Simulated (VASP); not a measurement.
A run of VASP 6.6.1 is set up as follows.

File INCAR:

```
SYSTEM = HfB
PREC     = Accurate       ! precision mode
ENCUT    = 520            ! plane-wave cutoff, eV
EDIFF    = 1E-7           ! SCF threshold, eV
ISMEAR   = -1             ! smearing method
SIGMA    = 0.05           ! smearing width, eV
LREAL    = .FALSE.        ! projectors in reciprocal space
LASPH    = .TRUE.         ! aspherical terms in the spheres
NELM     = 100            ! most SCF steps
ALGO     = Normal         ! electronic algorithm
ISIF     = 2              ! what is computed and relaxed
LWAVE    = .FALSE.        ! write WAVECAR
LCHARG   = .FALSE.        ! write CHGCAR
GGA      = PE             ! functional
NBANDS   = 14             ! bands
```

Contents of KPOINTS:

```
Automatic mesh
0
G
  10 10 10
  0 0 0
```

Contents of POSCAR:

```
HfB
1.0
    0.0000000000      2.3100000000      2.3100000000
    2.3100000000      0.0000000000      2.3100000000
    2.3100000000      2.3100000000      0.0000000000
Hf B
1 1
Direct
    0.5000000000      0.5000000000      0.5000000000
    0.0000000000      0.0000000000      0.0000000000
```

Potentials or basis: VASP PAW PBE potentials, release 64 (Hf_pv, B).

Launch:

```bash
$ cat potpaw_PBE.64/Hf_pv/POTCAR potpaw_PBE.64/B/POTCAR > POTCAR
$ mpirun -np 1 vasp_std > vasp.out
```

(1) Estimate the pressure.

(2) What does it give for the band gap on the k mesh?

Results:

(1) 30.5 GPa.

(2) none (metal or under the smearing width).

Caveat: a pressure of tens of GPa on the cell as given is suspect, and the run, the potentials or the cell itself is likely at fault.
